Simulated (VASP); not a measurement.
Input for VASP

### KPOINTS
```
Automatic mesh
0
G
10 10 10
```

**POSCAR**
```
ZrCu
1
    3.2526600000     0.0000000000     0.0000000000
    0.0000000000     3.2526600000     0.0000000000
    0.0000000000     0.0000000000     3.2526600000
Zr Cu
1 1
Direct
  0.5000000000   0.5000000000   0.5000000000
  0.0000000000   0.0000000000   0.0000000000
```

INCAR:
```
# general
SYSTEM   =ZrCu
PREC     =Accurate
ENCUT    =400
LREAL    =F
LASPH    =T   # aspherical one-centre terms

# electronic loop
EDIFF    =1E-6
NELM     =100
ALGO     =Normal   # blocked Davidson
LMAXMIX  =4   # l cut-off of mixed one-centre charges

# smearing
ISMEAR   =1
SIGMA    =0.1   # width (eV)

# functional
GGA      =PE

# DFT+U
LDAU     =T
LDAUTYPE =2   # Dudarev
LDAUL    =-1 2
LDAUU    =0 5.0
LDAUJ    =0 0
LDAUPRINT=1

# ions
ISIF     =2   # forces and stress, cell fixed

# output
LWAVE    =F
LCHARG   =F
LORBIT   =10
```

POTCAR, in this order: Zr_sv Cu (PBE.64 set). Program: vasp_std.

### Question
Translate this PBE+U calculation to Quantum ESPRESSO's pw.x.

### Answer
One equivalent input (not run):
```
&CONTROL
  calculation = 'scf'
  pseudo_dir = './pseudo'
  outdir = './out'
  tprnfor = .true.
  tstress = .true.
/
&SYSTEM
  ibrav = 0
  nat = 2
  ntyp = 2
  ecutwfc = 92
  occupations = 'smearing'
  smearing = 'methfessel-paxton'
  degauss = 0.00735
  input_dft = 'pbe'
/
&ELECTRONS
  conv_thr = 7.3e-08
  electron_maxstep = 100
/
ATOMIC_SPECIES
  Zr 91.224 Zr.upf
  Cu 63.546 Cu.upf
CELL_PARAMETERS angstrom
     3.2526600    0.0000000    0.0000000
     0.0000000    3.2526600    0.0000000
     0.0000000    0.0000000    3.2526600
ATOMIC_POSITIONS crystal
  Zr   0.5000000  0.5000000  0.5000000
  Cu   0.0000000  0.0000000  0.0000000
K_POINTS automatic
  10 10 10 0 0 0
HUBBARD {ortho-atomic}
U Cu-3d 5
```
The two are equivalent in intent, not identical: the potentials are each code's own (VASP's PAW set, PseudoDojo norm-conserving files in pw.x), so ENCUT and ecutwfc are chosen apart and not converted; conv_thr bounds pw.x's estimated SCF error, while EDIFF bounds the energy change between steps; the +U projectors differ (PAW spheres against orthogonalised atomic orbitals), so the same U acts differently.

The structure comes from a computed database's ZrCu entry (Pm-3m); how it stands against other phases isn't given here. The cell was not relaxed at this level. The run is one of a series of settings (LDAU = .TRUE., LDAUJ = 0 0, LDAUL = -1 2, LDAUTYPE = 2, LDAUU = 0 5.0 against the base run), some of them coarse on purpose.
